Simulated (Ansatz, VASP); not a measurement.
## CdC2 in two plane-wave programs

Wanted: the spread between two codes on one cell, functional and k mesh. The cell is generated by rule, not measured, and may not be a known phase. The cell is taken from a series of runs on this material, whose earlier steps may have relaxed, scaled, displaced or heated it; both programs get it as it stands.

Program: Ansatz 0.2.0. Level of theory: plane waves, with VASP 6.6.1 beside it; PBE. Results are calculated unless marked as measured.

The structure was built from a prototype and need not be the compound's stable phase.

### Step 1. Starting point

It takes space group Pc (No. 7, monoclinic). Conventional cell: a = 3.951 Å, b = 3.952 Å, c = 7.061 Å, α = 90.00°, β = 122.59°, γ = 90.00°. Nearest to Cd lie 5 C at 2.21 to 2.67 Å. Nearest to C lie 1 C at 1.26 Å and 2 Cd at 2.21 to 2.61 Å. Nearest to C lie 1 C at 1.26 Å and 3 Cd at 2.22 to 2.67 Å. Farther neighbours are not listed.

### Step 2. Ansatz: zone-centre phonons, PBE

Ansatz runs on its NC files.

Second derivatives magnify differences that forces hide, and they need a tight electronic threshold.

The input, input.yaml:

```yaml
crystal:
  lattice:
    - [3.9511700822, 0.0, 0.0002588584]
    - [0.0, 3.9524850642, 0.0]
    - [-3.8037209427, 0.0, 5.9486861537]
  atoms:
    - { symbol: Cd, position: [0.516360756, 0.7816326503, 0.0091005084] }
    - { symbol: Cd, position: [0.516360756, 0.2183673497, 0.5091005084] }
    - { symbol: C, position: [0.7948756831, 0.3434928055, 0.9496158391] }
    - { symbol: C, position: [0.0193733783, 0.8813406821, 0.4493542076] }
    - { symbol: C, position: [0.0193733783, 0.1186593179, 0.9493542076] }
    - { symbol: C, position: [0.7948756831, 0.6565071945, 0.4496158391] }
kpoints:
  mp_grid: { grid: [6, 6, 4] }
hamiltonian:
  xc: pbe
  pseudopotentials: { kind: nc }
scf:
  occupations: { method: fixed }
output:
  eigenvalues: true
phonons:
  method: dfpt
  dielectric: true
  rigid_motions: translations
```

On the command line:

```bash
> ansatz run input.yaml --threads 8 --pin off --max-ram 14336MiB --backend cpu --events-out ev --progress --plain --runs-dir out
```

Numbers of over 12 decimals in the logs are rounded to 6 here.

What it wrote:

```text
Engine: ansatz 0.2.0, x86_64-unknown-linux-gnu
Pseudopotentials: kind: nc
Pseudopotential: Cd, nc, valence charge 20, recommended cutoff 1071 eV (normal), Cd.nc.azcp
Pseudopotential: C, nc, valence charge 4, recommended cutoff 1115.666836 eV (normal), C.nc.azcp
Functional definition: PBE
  parameter kappa = 0.804
  parameter beta = 0.066725
  exchange = pbe_x(kappa = kappa, mu = beta*pi^2/3)
  correlation = pbe_c(beta = beta)
Crystal: 6 atoms, lattice volume = 92.904 Å³
Basis set: ecut = 1115.666836 eV, 7845 PW (Γ), exchange–correlation on 90×90×160 points (8 copies of the dense FFT grid, shifted against one another)
Bands: 34, of which v1, the nominal top of the filled ones, is band 28 counted from 1 (27 counted from 0)
Symmetry: 2 space group operations
k-points: 76 of 144 (irreducible under 1 space group operation, time reversal used)
Non-local potential: Cd, projectors of the file, l = 0: 2, l = 1: 2, l = 2: 2, l = 3: 1
Non-local potential: C, projectors of the file, l = 0: 2, l = 1: 2
Initial density: superposition of atomic densities (chi_scale 0.1, normalization cell, long waves kept (reshape's long-wave potential 0.00 eV rms))
Initial wavefunctions: pseudopotential atomic-orbital guess
Functional: x = pbe(κ = 0.804, μ = 0.219515), c = pbe(β = 0.066725)
SCF iter   1: F=—  HF=-10187.711822 eV  |F-HF|=—  |Δ(HF+E_count)|=         —  Δρ=9.75e-2  dr2=9.06e0  ethr=3.10e-3  ⟨swp⟩=5.0  Hψ=10076  notcnv=0  defer=282
preconditioner: auto → Resta (q_TF=auto, 2.508 Å⁻¹)  ε∞=6.0  [insulator: Δε(μ)=4.340 eV  Ē_g=10.874 eV  n_scr=28 (ndim 8)  ℏωp=24.4 eV  f_vac=0.000  ε∞_Penn≈6.0]
SCF iter   2: F=—  HF=-10185.009739 eV  |F-HF|=—  |Δ(HF+E_count)|=    2.70e0  Δρ=4.36e-2  dr2=1.63e0  ethr=3.10e-3  ⟨swp⟩=3.0  Hψ=5307  notcnv=0  defer=186
SCF iter   3: F=—  HF=-10184.487848 eV  |F-HF|=—  |Δ(HF+E_count)|=   5.22e-1  Δρ=7.97e-3  dr2=3.56e-2  ethr=2.91e-3  ⟨swp⟩=3.0  Hψ=5083  notcnv=0  defer=278
SCF iter   4: F=—  HF=-10184.493667 eV  |F-HF|=—  |Δ(HF+E_count)|=   5.82e-3  Δρ=1.80e-3  dr2=4.53e-3  ethr=6.36e-5  ⟨swp⟩=3.0  Hψ=3435  notcnv=0  defer=304
SCF iter   5: F=—  HF=-10184.494571 eV  |F-HF|=—  |Δ(HF+E_count)|=   9.04e-4  Δρ=9.50e-4  dr2=9.78e-4  ethr=8.09e-6  ⟨swp⟩=3.0  Hψ=4284  notcnv=0  defer=304
SCF iter   6: F=—  HF=-10184.494603 eV  |F-HF|=—  |Δ(HF+E_count)|=   3.13e-5  Δρ=3.40e-4  dr2=9.83e-5  ethr=1.75e-6  ⟨swp⟩=2.0  Hψ=4132  notcnv=0  defer=304
SCF iter   7: F=—  HF=-10184.494662 eV  |F-HF|=—  |Δ(HF+E_count)|=   5.97e-5  Δρ=7.03e-5  dr2=4.33e-6  ethr=1.76e-7  ⟨swp⟩=2.0  Hψ=3998  notcnv=0  defer=304
SCF iter   8: F=—  HF=-10184.494674 eV  |F-HF|=—  |Δ(HF+E_count)|=   1.11e-5  Δρ=2.45e-5  dr2=3.91e-7  ethr=7.74e-9  ⟨swp⟩=2.8  Hψ=5388  notcnv=0  defer=297
SCF iter   9: F=—  HF=-10184.494674 eV  |F-HF|=—  |Δ(HF+E_count)|=   1.65e-7  Δρ=7.33e-6  dr2=3.48e-8  ethr=6.99e-10  ⟨swp⟩=2.0  Hψ=4479  notcnv=0  defer=297
SCF iter  10: F=—  HF=-10184.494674 eV  |F-HF|=—  |Δ(HF+E_count)|=   1.02e-8  Δρ=1.38e-6  dr2=1.81e-9  ethr=6.22e-11  ⟨swp⟩=3.1  Hψ=4608  notcnv=0  defer=297
SCF iter  11: F=-10184.494674 eV  HF=-10184.494674 eV  |F-HF|=4.37e-11  |Δ(HF+E_count)|=   1.28e-9  Δρ=2.37e-7  dr2=4.86e-11  ethr=1.00e-12  ⟨swp⟩=17.6  Hψ=23606  notcnv=0
SCF 1 converged in 11 iterations: F = -10184.494674 eV  dr2 = 4.86e-11
NSCF: frozen V_eff on 2 k-points
DFPT response loops at Γ: preconditioner auto → Resta (q_TF=auto, 2.508 Å⁻¹)  ε∞=4.1 (no band partly filled); β = 1.00, the filter's whole step (`scf.mixing.beta` (0.50) is not read by the response loops at its default; to damp them type it under 1.00, their step now; it binds the ground state too); Broyden in place of MSR1
── the response to a field inside a basis, on 6×6×4 k-points: an SCF that follows is theirs, and a resumed run solves both again ──
Bands: 29, of which v1, the nominal top of the filled ones, is band 28 counted from 1 (27 counted from 0)
k-points: 36 of 144 (time reversal used)
Initial density: handed on by an earlier stage of this run
Initial wavefunctions: pseudopotential atomic-orbital guess (no wavefunctions were taken with the density)
Eigensolver: Dense (36 Hₖ)
SCF iter   1: F=—  HF=-10184.435143 eV  |F-HF|=—  |Δ(HF+E_count)|=         —  Δρ=4.09e-4  dr2=1.66e-5  ethr=1.00e-1
preconditioner: auto → Resta (q_TF=auto, 2.508 Å⁻¹)  ε∞=7.3  [insulator: Δε(μ)=3.467 eV  Ē_g=9.694 eV  n_scr=28 (ndim 8)  ℏωp=24.4 eV  f_vac=0.031  ε∞_Penn≈7.3]
SCF iter   2: F=—  HF=-10184.435178 eV  |F-HF|=—  |Δ(HF+E_count)|=   3.51e-5  Δρ=2.13e-4  dr2=4.94e-6  ethr=2.96e-8
SCF iter   3: F=-10184.435193 eV  HF=-10184.435193 eV  |F-HF|=2.33e-8  |Δ(HF+E_count)|=   1.45e-5  Δρ=1.21e-5  dr2=5.74e-8  ethr=8.82e-9
SCF 1 converged in 3 iterations: F = -10184.435193 eV  dr2 = 5.74e-8
DFPT response loops at Γ: preconditioner auto → Resta (q_TF=auto, 2.508 Å⁻¹)  ε∞=4.2 (no band partly filled); β = 1.00, the filter's whole step (`scf.mixing.beta` (0.50) is not read by the response loops at its default; to damp them type it under 1.00, their step now; it binds the ground state too); Broyden in place of MSR1
SCF converged after 11 iterations
Free energy (F): -10184.494674 eV
Harris-Foulkes:  -10184.494674 eV  (|F-HF|=4.37e-11)
Internal energy: -10184.494674 eV  (E = F + TS)
E sigma→0 (E₀):  -10184.494674 eV
Fermi energy:    6.838666 eV
--- Per-component energies (eV) ---
  E_band       = -987.570497
  E_kinetic    = 3691.963543
  E_local      = -10286.834170  (includes V_loc(G=0)·N_el)
  E_nonlocal   = 338.538797
  E_hartree    = 3330.691677
  E_xc         = -1546.765533
  E_vxc        = -1392.622294  (∫ρ·V_xc dr)
  E_ewald      = -5712.088989
  E_smearing   = -0.000000  (= −TS)
  E_closure    = 0.000000  (closes the sum)
  Σ components = -10184.494674   (vs F -10184.494674, Δ=0.00e0)
--- Band table (eV; the first three rows and the last of 76) ---
  k-point 0: bands = [... 24 lower, 4.5799, 5.9096, 5.9665, 6.1055, 10.5531, 11.5672, 12.7180, 12.7220, ... 2 higher]
  k-point 1: bands = [... 24 lower, 5.1611, 5.8693, 5.9505, 6.2496, 10.6691, 11.3764, 12.6330, 12.6352, ... 2 higher]
  k-point 2: bands = [... 24 lower, 5.7733, 5.7733, 6.1414, 6.1414, 10.9870, 10.9870, 12.5552, 12.5552, ... 2 higher]
  k-point 75: bands = [... 24 lower, 4.8796, 4.8796, 5.5688, 5.5688, 11.2693, 11.2693, 11.8278, 11.8278, ... 2 higher]
--- Phonons (Γ-DFPT): 9 representative perturbations + reference, on 76 of 144 k-points (Σ response iterations 30) ---
  k mesh reduced under 1 symmetry operation, with k and −k counted as one. Each operation leaves every solved perturbation unchanged. A smaller set is not considered because the run solves the response to a homogeneous field
  ASR residual: 7.518e-4 → 0.000e0 eV/Å²; symmetrization residual: 2.772e-6 eV/Å²
  ASR residual per site (eV/Å²): 7.52e-4 7.52e-4 4.26e-5 7.26e-5 7.26e-5 4.26e-5
  Γ frequencies (cm⁻¹): 0.00 0.00 0.00 50.29 51.81 90.04 96.43 133.74 134.26 250.20 252.83 311.50 362.47 366.61 423.41 425.96 1906.50 1909.43
  ε∞ (high-frequency dielectric tensor):
        5.027325    -0.000000    -0.096208
       -0.000000     5.016599     0.000000
       -0.096208     0.000000     4.143776
  ε⁰ (static dielectric tensor: ions relaxed, cell fixed):
       16.573120     0.000000    -1.521504
        0.000000    16.022142    -0.000000
       -1.521504    -0.000000    33.145796
  ε⁰ − ε∞ (ionic part):
       11.545794     0.000000    -1.425296
        0.000000    11.005543    -0.000000
       -1.425296    -0.000000    29.002020
  softest optical mode at Γ: 50.29 cm⁻¹; the repairs (sum rule, projections) moved no ω² at Γ by more than (1.92 cm⁻¹)²
  Born effective charges Z* (e; rows j = field, columns β = displacement):
    site 0:
         2.25087    0.08192   -0.06744
         0.07870    2.23861   -0.01749
        -0.07048   -0.06251    2.23828
    site 1:
         2.25087   -0.08192   -0.06744
        -0.07870    2.23861    0.01749
        -0.07048    0.06251    2.23828
    site 2:
        -1.26410    0.01839    0.05519
        -0.19329   -0.96742   -0.00070
        -0.09912    0.16336   -1.06498
    site 3:
        -0.98677    0.18946    0.01225
        -0.02226   -1.27118   -0.04452
         0.16960    0.10556   -1.17330
    site 4:
        -0.98677   -0.18946    0.01225
         0.02226   -1.27118    0.04452
         0.16960   -0.10556   -1.17330
    site 5:
[...]
Z* charge neutrality: 7.322e-3 e pre-enforcement
  solved inside a basis spanned on kpoints, on 6×6×4 k-points, its susceptibility summed on 10×8×6: ε∞ is read to err by 1.7e-2, Z* by 2.4e-2 e (field_mesh: kpoints solves on kpoints); Z* is corrected for what the basis lacks
  optical modes at Γ without the LO–TO term, one row a degenerate level:
      ω (cm⁻¹)  modes    IR ((D/Å)²/amu)
[...]
optical modes at Γ + LO–TO along q̂ = [1.0000, 0.0000, 0.0000]:
      ω (cm⁻¹)  modes    IR ((D/Å)²/amu)
[...]
optical modes at Γ + LO–TO along q̂ = [0.0000, 1.0000, 0.0000]:
      ω (cm⁻¹)  modes    IR ((D/Å)²/amu)
[...]
optical modes at Γ + LO–TO along q̂ = [0.0000, 0.0000, 1.0000]:
      ω (cm⁻¹)  modes    IR ((D/Å)²/amu)
[...]
273.01      1            11.6722
        311.50      1             0.0000
        362.47      1             1.4261
        366.61      1             1.7193
        423.41      1             3.1072
        425.96      1             2.8639
       1906.86      1             0.4594
       1909.43      1             0.2304
```

In the SCF lines HF is the Harris–Foulkes energy and dr2 the Hartree energy of the density residual, in eV; the loop may stop once dr2 is under the threshold and the program's other checks hold. Hψ counts applications of the Hamiltonian.

[end of part 1 of 3]

[Lines on the potential files, build, host, timing and source positions are cut from VASP's logs without a mark.]

[Logs are printed without paths, hosts, clocks, repeated set-up lines and the standing remarks that a program may print on its own settings, such as how far it seeks lower states.]

[Hosts, paths, dates, database ids (printed as entryN), source tags and the programs' standing remarks are cut or masked in the printed files.]
